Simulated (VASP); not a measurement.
## Lattice of Sc, functional by functional

Which functional gives which lattice for Sc? The starting structure is a measured crystal structure from the Crystallography Open Database.

Calculated with VASP 6.6.1; Kohn-Sham DFT with plane waves and PAW; PBEsol, LDA, PBE, PBEsol + D3(BJ), r2SCAN, r2SCAN + rVV10, vdW-DF-cx and AM05.

### 1. Starting point

Symmetry: P6_3/mmc, No. 194, hexagonal system. The conventional cell has a = 3.309 Å, b = 3.309 Å, c = 5.273 Å, α = 90.00°, β = 90.00°, γ = 120.00°. Nearest to Sc lie 12 Sc at 3.26 to 3.31 Å.

As a file:

```cif
data_structure
_symmetry_space_group_name_H-M 'P6_3/mmc'
_symmetry_Int_Tables_number 194
_cell_length_a 3.3090
_cell_length_b 3.3090
_cell_length_c 5.2733
_cell_angle_alpha 90.000
_cell_angle_beta 90.000
_cell_angle_gamma 120.000
_cell_volume 50.00
loop_
_atom_site_label
_atom_site_type_symbol
_atom_site_symmetry_multiplicity
_atom_site_Wyckoff_symbol
_atom_site_fract_x
_atom_site_fract_y
_atom_site_fract_z
_atom_site_occupancy
Sc1 Sc 2 c 0.66667 0.33333 0.75000 1
```

### 2. Relaxation with PBEsol

PBEsol restores the gradient expansion of exchange and is tuned for the cells of solids. This run starts from the cell of an earlier relaxation, which isn't shown; the restart sets up the plane waves anew.

INCAR reads:

```
SYSTEM = Sc
PREC = Accurate
ENCUT = 450
EDIFF = 1E-06
NELM = 100
ISMEAR = 1
SIGMA = 0.1
LREAL = .FALSE.
ALGO = Normal
GGA = PS
NBANDS = 17
LORBIT = 11
LWAVE = .FALSE.
LCHARG = .FALSE.
KPAR = 2
IBRION = 2
NSW = 50
ISIF = 3
EDIFFG = -0.01
```

POSCAR reads:

```
Sc
1.0
    3.2812122029      0.0000000000      0.0000000000
   -1.6406061015      2.8416131229      0.0000000000
    0.0000000000      0.0000000000      5.0608796813
Sc
2
Direct
    0.6666666667      0.3333333333      0.7500000000
    0.3333333333      0.6666666667      0.2500000000
```

KPOINTS reads:

```
Automatic mesh
0
Gamma
10 10 6
0 0 0
```

Potentials, in the order of the species: Sc_sv (PBE family, release 64).

The run is started by

```console
> mpirun -np 2 vasp_std
```

Output:

```text
[banner, memory and clock lines left out]
running    2 mpi-ranks, on    1 nodes
 distrk:  each k-point on    1 cores,    2 groups
 distr:  one band on    1 cores,    1 groups

 POSCAR found type information on POSCAR Sc
 POSCAR found :  1 types and       2 ions
|                                                                             |
|               ----> ADVICE to this user running VASP <----                  |
|                                                                             |
|     You enforced a specific xc type in the INCAR file but a different       |
|     [... a line on the potential file left out ...]
|     I HOPE YOU KNOW WHAT YOU ARE DOING!                                     |
|                                                                             |

 LDA part: xc-table for (Slater+PW92), standard interpolation
 POSCAR, INCAR and KPOINTS ok, starting setup
 FFT: planning ... GRIDC
 FFT: planning ... GRID_SOFT
 FFT: planning ... GRID
 WAVECAR not read
 entering main loop
       N       E                     dE             d eps       ncg     rms          rms(c)
DAV:   1     0.342566265805E+03    0.34257E+03   -0.10377E+04  1904   0.124E+03
DAV:   2     0.413285297349E+01   -0.33843E+03   -0.33282E+03  2392   0.567E+02
DAV:   3    -0.144176864986E+02   -0.18551E+02   -0.17993E+02  3150   0.155E+02
DAV:   4    -0.146849783256E+02   -0.26729E+00   -0.26680E+00  2765   0.179E+01
DAV:   5    -0.146890035339E+02   -0.40252E-02   -0.40237E-02  3239   0.217E+00    0.826E+00
DAV:   6    -0.133945097097E+02    0.12945E+01   -0.29223E+00  2452   0.200E+01    0.246E+00
DAV:   7    -0.132233678951E+02    0.17114E+00   -0.73323E-01  2519   0.910E+00    0.827E-01
DAV:   8    -0.132118845952E+02    0.11483E-01   -0.27220E-02  2605   0.221E+00    0.241E-01
DAV:   9    -0.132105373032E+02    0.13473E-02   -0.68188E-03  2690   0.903E-01    0.167E-02
DAV:  10    -0.132105531246E+02   -0.15821E-04   -0.83373E-05  2976   0.127E-01    0.787E-03
DAV:  11    -0.132105501442E+02    0.29804E-05   -0.22590E-06  2136   0.181E-02    0.196E-03
DAV:  12    -0.132105515223E+02   -0.13781E-05   -0.40462E-07  1578   0.109E-02    0.756E-04
DAV:  13    -0.132105515151E+02    0.72209E-08   -0.98908E-08  1423   0.582E-03
   1 F= -.13210552E+02 E0= -.13210817E+02  d E =-.132106E+02
 curvature:   0.00 expect dE= 0.000E+00 dE for cont linesearch  0.000E+00
 trial: gam= 0.00000 g(F)=  0.424E-47 g(S)=  0.603E-05 ort = 0.000E+00 (trialstep = 0.100E+01)
 search vector abs. value=  0.603E-05
 reached required accuracy - stopping structural energy minimisation
```

The job ended after 14 s (2 MPI ranks of Intel Xeon 6975P-C (Granite Rapids), shared host; peak memory 0.31 GiB; 26 s of CPU time).

Lines that name or quote the potential files are left out of all logs, and their timing lines are given in words.

Parts of OUTCAR (step 2):

```text
ion  position               nearest neighbor table
   1  0.667  0.333  0.750-   2 3.16   2 3.16   2 3.16   2 3.16   2 3.16   2 3.16
   2  0.333  0.667  0.250-   1 3.16   1 3.16   1 3.16   1 3.16   1 3.16   1 3.16

  LATTYP: Found a hexagonal cell.
 ALAT       =     3.2812122029
 C/A-ratio  =     1.5423810983

 Subroutine GETGRP returns: Found 24 space group operations
 (whereof 12 operations were pure point group operations)

The static configuration has the point symmetry D_3d.
 The point group associated with its full space group is D_6h.

 Found     56 irreducible k-points:

   k-points           NKPTS =     56   k-points in BZ     NKDIM =     56   number of bands    NBANDS=     17

   dimension x,y,z NGX =    24 NGY =   24 NGZ =   36
   dimension x,y,z NGXF=    48 NGYF=   48 NGZF=   72

   ENCUT  =  450.0 eV  33.07 Ry    5.75 a.u.   5.68  5.68  8.75*2*pi/ulx,y,z

   NELECT =      22.0000    total number of electrons

 k-points in reciprocal lattice and weights: Automatic mesh
   0.00000000  0.00000000  0.00000000       0.002
   0.10000000 -0.00000000  0.00000000       0.010
   0.20000000 -0.00000000  0.00000000       0.010
   0.30000000 -0.00000000  0.00000000       0.010
   0.40000000 -0.00000000  0.00000000       0.010
   0.50000000  0.00000000  0.00000000       0.005
   0.10000000  0.10000000  0.00000000       0.010
   0.20000000  0.10000000  0.00000000       0.020
   0.30000000  0.10000000  0.00000000       0.020
[...]
0.40000000  0.20000000  0.50000000       0.010
   0.30000000  0.30000000  0.50000000       0.010

 average (electrostatic) potential at core
       1 -46.6981       2 -46.6981

 E-fermi :   3.8192

 k-point     1 :       0.0000    0.0000    0.0000
  band No.  band energies     occupation
    ...
      6     -23.7400      2.00000
      7     -23.7400      2.00000
      8     -23.7063      2.00000
      9      -1.3847      2.00000
     10       2.1403      2.00000
     11       4.6297     -0.00000
     12       5.4619     -0.00000
     13       5.4619     -0.00000
     14       5.8032     -0.00000
     15       5.9576      0.00000
    ...

 k-point     2 :       0.1000   -0.0000    0.0000
  band No.  band energies     occupation
    ...
      6     -23.7696      2.00000
      7     -23.7433      2.00000
      8     -23.7139      2.00000
      9      -1.1603      2.00000
     10       2.3225      2.00000
     11       4.4077     -0.00000
     12       5.1035     -0.00000
     13       5.6278     -0.00000
     14       5.8140     -0.00000
     15       6.0328      0.00000
    ...

 k-point     3 :       0.2000   -0.0000    0.0000
  band No.  band energies     occupation
    ...
      6     -23.8451      2.00000
      7     -23.7530      2.00000
      8     -23.7365      2.00000
      9      -0.5205      2.00000
     10       2.7718      2.00000
     11       3.9453     -0.07053
     12       4.5244     -0.00000
     13       5.5203     -0.00000
     14       5.7506     -0.00000
     15       5.7574     -0.00000
    ...

  Total       -0.0079483     -0.0079483     -0.0111165      0.0000000      0.0000000      0.0000000
  in kB       -0.2698742     -0.2698742     -0.3774444      0.0000000      0.0000000      0.0000000
  external PRESSURE =      -0.3057309 kB  Pullay stress =       0.0000000 kB

  energy-cutoff  :      450.00
  volume of cell :       47.19
      direct lattice vectors                 reciprocal lattice vectors
     3.281212203  0.000000000  0.000000000     0.304765415  0.175956395  0.000000000
    -1.640606101  2.841613123  0.000000000     0.000000000  0.351912789  0.000000000
     0.000000000  0.000000000  5.060879681     0.000000000  0.000000000  0.197594107

 POSITION                                       TOTAL-FORCE (eV/Angst)
 -----------------------------------------------------------------------------------
      1.64061      0.94720      3.79566        -0.000000     -0.000000      0.000000
     -0.00000      1.89441      1.26522         0.000000      0.000000      0.000000
 -----------------------------------------------------------------------------------
    total drift:                               -0.000000      0.000000     -0.000000

  FREE ENERGIE OF THE ION-ELECTRON SYSTEM (eV)
  ---------------------------------------------------
  free  energy   TOTEN  =       -13.2105515151 eV

  energy  without entropy=      -13.2113470727  energy(sigma->0) =      -13.21081670

 reached required accuracy - stopping structural energy minimisation

 total charge
# of ion       s       p       d       tot
------------------------------------------
    1        2.285   6.108   1.037   9.430
    2        2.285   6.108   1.037   9.430
--------------------------------------------------
tot          4.570  12.216   2.074  18.860

[... 3 further parts left out ...]
```

CONTCAR:

```
Sc
   1.00000000000000
     3.2812122028999999    0.0000000000000000    0.0000000000000000
    -1.6406061015000000    2.8416131229000001    0.0000000000000000
     0.0000000000000000    0.0000000000000000    5.0608796813000003
  Sc
     2
Direct
     0.6666666667000030    0.3333333332999970    0.7500000000000000
     0.3333333332999970    0.6666666667000030    0.2500000000000000
```

The run shows no gap at this level; if that holds and bands cross the Fermi level widely, this k-mesh is coarse for it. The PAW data sets were made with PBE, which is usual practice but a small mismatch for other functionals. The run keeps the 24 symmetry operations of its start, so it cannot find a distortion of lower symmetry.

With PBEsol the relaxed cell holds 23.594 Å³ an atom, -5.63 % against the measured cell, with a = 3.281 Å and c = 5.061 Å.

### 3. Relaxation with LDA

LDA, the lowest rung, knows the local density alone. This run starts from the cell of an earlier relaxation, which isn't shown; the restart sets up the plane waves anew.

Changes to INCAR since step 2:

```diff
@@ -9,3 +9,3 @@
 ALGO = Normal
-GGA = PS
+GGA = CA
 NBANDS = 17
```

POSCAR reads:

```
Sc
1.0
    3.2341270181      0.0000000000      0.0000000000
   -1.6170635091      2.8008361567      0.0000000000
    0.0000000000      0.0000000000      4.9677604708
Sc
2
Direct
    0.6666666667      0.3333333333      0.7500000000
    0.3333333333      0.6666666667      0.2500000000
```

KPOINTS is that of step 2.

PAW data sets: Sc_sv (LDA family, release 64).

The run is started by

```console
> mpirun -np 2 vasp_std
```

Output:

```text
[banner, memory and clock lines left out]
running    2 mpi-ranks, on    1 nodes
[...]
LDA part: xc-table for (Slater(with rela. corr.)+CA(PZ))
 , standard interpolation
 POSCAR, INCAR and KPOINTS ok, starting setup
[...]
entering main loop
       N       E                     dE             d eps       ncg     rms          rms(c)
DAV:   1     0.347154304812E+03    0.34715E+03   -0.10256E+04  1912   0.128E+03
DAV:   2     0.428038635124E+01   -0.34287E+03   -0.33625E+03  2496   0.592E+02
DAV:   3    -0.144516980268E+02   -0.18732E+02   -0.17922E+02  3214   0.172E+02
DAV:   4    -0.147320045313E+02   -0.28031E+00   -0.27796E+00  2770   0.188E+01
[...]
DAV:   9    -0.134518750209E+02    0.74925E-03   -0.45423E-03  2726   0.764E-01    0.186E-02
DAV:  10    -0.134518968528E+02   -0.21832E-04   -0.67455E-05  2946   0.120E-01    0.388E-03
DAV:  11    -0.134518975206E+02   -0.66777E-06   -0.92548E-07  1980   0.115E-02
   1 F= -.13451898E+02 E0= -.13452522E+02  d E =-.134519E+02
[...]
reached required accuracy - stopping structural energy minimisation
```

It took 12 s on 2 MPI ranks; peak memory 0.28 GiB.

Parts of OUTCAR (step 3):

```text
  Total       -0.0097979     -0.0097979     -0.0161507      0.0000000      0.0000000      0.0000000
  in kB       -0.3488481     -0.3488481     -0.5750379      0.0000000      0.0000000      0.0000000
  external PRESSURE =      -0.4242447 kB  Pullay stress =       0.0000000 kB

 POSITION                                       TOTAL-FORCE (eV/Angst)
 -----------------------------------------------------------------------------------
      1.61706      0.93361      3.72582         0.000000      0.000000      0.000000
     -0.00000      1.86722      1.24194        -0.000000     -0.000000      0.000000
 -----------------------------------------------------------------------------------
    total drift:                               -0.000000      0.000000     -0.000000

  FREE ENERGIE OF THE ION-ELECTRON SYSTEM (eV)
  ---------------------------------------------------
  free  energy   TOTEN  =       -13.4518975206 eV

  energy  without entropy=      -13.4537715310  energy(sigma->0) =      -13.45252219

[... 2 parts as in an earlier step ...]

[... 2 further parts left out ...]
[key lines of the parts left out:]
E-fermi :   3.9932
```

With LDA the relaxed cell holds 22.500 Å³ an atom, -10.01 % against the measured cell, with a = 3.234 Å and c = 4.968 Å. That is -4.64 % from PBEsol.

### 4. Relaxation with PBE

PBE, the usual starting point, adds the gradient of the density.

Changes to INCAR since step 3:

```diff
@@ -9,3 +9,3 @@
 ALGO = Normal
-GGA = CA
+GGA = PE
 NBANDS = 17
```

POSCAR reads:

```
Sc
1.0
    3.3090000000      0.0000000000      0.0000000000
   -1.6545000000      2.8656780611      0.0000000000
    0.0000000000      0.0000000000      5.2733000000
Sc
2
Direct
    0.6666666667      0.3333333333      0.7500000000
    0.3333333333      0.6666666667      0.2500000000
```

KPOINTS is that of step 3.

The projector-augmented-wave data sets are Sc_sv (PBE family, release 64).

The run is started by

```console
> mpirun -np 2 vasp_std
```

Output:

```text
[banner, memory and clock lines left out]
running    2 mpi-ranks, on    1 nodes
[...]
LDA part: xc-table for (Slater+PW92), standard interpolation
 POSCAR, INCAR and KPOINTS ok, starting setup
[...]
entering main loop
       N       E                     dE             d eps       ncg     rms          rms(c)
DAV:   1     0.346922569745E+03    0.34692E+03   -0.10432E+04  1904   0.123E+03
DAV:   2     0.463888939083E+01   -0.34228E+03   -0.33653E+03  2456   0.565E+02
DAV:   3    -0.136199675036E+02   -0.18259E+02   -0.17572E+02  3115   0.152E+02
DAV:   4    -0.139092945485E+02   -0.28933E+00   -0.28852E+00  2831   0.181E+01
[...]
DAV:  11    -0.124885625722E+02    0.40741E-05   -0.23928E-06  2140   0.185E-02    0.204E-03
DAV:  12    -0.124885643473E+02   -0.17751E-05   -0.48648E-07  1807   0.104E-02    0.968E-04
DAV:  13    -0.124885639465E+02    0.40084E-06   -0.79547E-08  1458   0.487E-03
   1 F= -.12488564E+02 E0= -.12488049E+02  d E =-.124886E+02
[... from here on, the cycles between the ionic steps are left out ...]
   2 F= -.12494517E+02 E0= -.12494224E+02  d E =-.595343E-02
   3 F= -.12495087E+02 E0= -.12494903E+02  d E =-.652273E-02
   4 F= -.12496641E+02 E0= -.12496682E+02  d E =-.155443E-02
   5 F= -.12496655E+02 E0= -.12496719E+02  d E =-.156880E-02
   6 F= -.12496618E+02 E0= -.12496725E+02  d E =-.153136E-02
   7 F= -.12496655E+02 E0= -.12496727E+02  d E =-.156882E-02
   8 F= -.12496673E+02 E0= -.12496718E+02  d E =-.174059E-04
 trial-energy change:   -0.000017  1 .order   -0.000017   -0.000040    0.000006
 step:   0.9557(harm=  0.9557)  dis= 0.00000  next Energy=   -12.496673 (dE=-0.175E-04)
 reached required accuracy - stopping structural energy minimisation
```

Wall time 62 s (2 MPI ranks); peak memory 0.33 GiB; 2 min of CPU time.

OUTCAR, selected parts (step 4):

```text
  Total       -0.0032869     -0.0032869     -0.0048474      0.0000000      0.0000000     -0.0000000
  in kB       -0.1070392     -0.1070392     -0.1578564      0.0000000      0.0000000     -0.0000000
  external PRESSURE =      -0.1239782 kB  Pullay stress =       0.0000000 kB

 POSITION                                       TOTAL-FORCE (eV/Angst)
 -----------------------------------------------------------------------------------
      1.66222      0.95968      3.85527        -0.000000     -0.000000     -0.000000
     -0.00000      1.91936      1.28509         0.000000      0.000000      0.000000
 -----------------------------------------------------------------------------------
    total drift:                               -0.000000      0.000000     -0.000000

  FREE ENERGIE OF THE ION-ELECTRON SYSTEM (eV)
  ---------------------------------------------------
  free  energy   TOTEN  =       -12.4966729025 eV

  energy  without entropy=      -12.4968095479  energy(sigma->0) =      -12.49671845

[... 2 parts as in an earlier step ...]

[... 2 further parts left out ...]
[key lines of the parts left out:]
E-fermi :   3.6830
```

With PBE the relaxed cell holds 24.600 Å³ an atom, -1.61 % against the measured cell, with a = 3.324 Å and c = 5.140 Å. That is +4.26 % from PBEsol.

### 5. Relaxation with PBEsol + D3(BJ)

D3 with Becke-Johnson damping keeps a finite attraction at short range. This run starts from the cell of an earlier relaxation, which isn't shown; the restart sets up the plane waves anew.

Changes to INCAR since step 4:

```diff
@@ -9,3 +9,4 @@
 ALGO = Normal
-GGA = PE
+GGA = PS
+IVDW = 12
 NBANDS = 17
```

POSCAR reads:

```
Sc
1.0
    3.2259268035      0.0000000000      0.0000000000
   -1.6129634017      2.7937345626      0.0000000000
    0.0000000000      0.0000000000      4.9699622858
Sc
2
Direct
    0.6666666667      0.3333333333      0.7500000000
    0.3333333333      0.6666666667      0.2500000000
```

KPOINTS is that of step 4.

The run is started by

```console
> mpirun -np 2 vasp_std
```

Output:

```text
[banner, memory and clock lines left out]
running    2 mpi-ranks, on    1 nodes
[...]
[... a notice as in an earlier step ...]

 LDA part: xc-table for (Slater+PW92), standard interpolation
 POSCAR, INCAR and KPOINTS ok, starting setup
[...]
entering main loop
       N       E                     dE             d eps       ncg     rms          rms(c)
DAV:   1     0.328514202055E+03    0.32851E+03   -0.10498E+04  1912   0.126E+03
DAV:   2     0.263621673903E+01   -0.32588E+03   -0.32052E+03  2424   0.568E+02
DAV:   3    -0.142920338070E+02   -0.16928E+02   -0.16120E+02  3150   0.151E+02
DAV:   4    -0.145686338620E+02   -0.27660E+00   -0.27592E+00  2699   0.185E+01
[...]
DAV:  10    -0.131862728300E+02   -0.11216E-04   -0.61869E-05  3046   0.110E-01    0.626E-03
DAV:  11    -0.131862703563E+02    0.24737E-05   -0.18536E-06  2007   0.187E-02    0.121E-03
DAV:  12    -0.131862713229E+02   -0.96661E-06   -0.23857E-07  1520   0.933E-03
   1 F= -.14066264E+02 E0= -.14066720E+02  d E =-.140663E+02
[...]
N       E                     dE             d eps       ncg     rms          rms(c)
DAV:   1    -0.131858944019E+02    0.37595E-03   -0.33383E-03  2550   0.114E+00    0.560E-02
DAV:   2    -0.131858587872E+02    0.35615E-04   -0.35335E-04  2941   0.319E-01    0.252E-02
DAV:   3    -0.131858451984E+02    0.13589E-04   -0.37054E-05  3242   0.823E-02    0.904E-03
DAV:   4    -0.131858446935E+02    0.50487E-06   -0.21539E-06  1954   0.186E-02
   2 F= -.14066270E+02 E0= -.14066734E+02  d E =-.610823E-05
 trial-energy change:   -0.000006  1 .order   -0.000010   -0.000012   -0.000007
 step:   2.3512(harm=  2.3512)  dis= 0.00000  next Energy=   -14.066279 (dE=-0.146E-04)
 reached required accuracy - stopping structural energy minimisation
```

Run time: 21 s. Hardware: 2 MPI ranks; peak memory 0.32 GiB.

Parts of OUTCAR (step 5):

```text
 Edisp (eV)   -0.87999

 Edisp (eV)   -0.88043

  Total       0.00302     0.00302    -0.01270     0.00000    -0.00000     0.00000
  in kB       0.10802     0.10802    -0.45462     0.00000    -0.00000     0.00000
  external pressure =       -0.08 kB  Pullay stress =        0.00 kB

 POSITION                                       TOTAL-FORCE (eV/Angst)
 -----------------------------------------------------------------------------------
      1.61302      0.93128      3.72544        -0.000000     -0.000000      0.000000
     -0.00000      1.86255      1.24181         0.000000      0.000000      0.000000
 -----------------------------------------------------------------------------------
    total drift:                               -0.000000      0.000000     -0.000000

  FREE ENERGIE OF THE ION-ELECTRON SYSTEM (eV)
  ---------------------------------------------------
  free  energy   TOTEN  =       -14.0662704925 eV

  energy  without entropy=      -14.0676614592  energy(sigma->0) =      -14.06673415

[... 2 parts as in an earlier step ...]

[... 2 further parts left out ...]
[key lines of the parts left out:]
E-fermi :   4.1377
```

With PBEsol + D3(BJ) the relaxed cell holds 22.385 Å³ an atom, -10.47 % against the measured cell, with a = 3.226 Å and c = 4.967 Å. That is -5.12 % from PBEsol.

(Continued in part 2 of 2.)

[Lines on the potential files, build, host, timing and source positions are cut from VASP's logs without a mark.]

[Logs are printed without paths, hosts, clocks, repeated set-up lines and the standing remarks that a program may print on its own settings, such as how far it seeks lower states.]

[Hosts, paths, dates, database ids (printed as entryN), source tags and the programs' standing remarks are cut or masked in the printed files.]
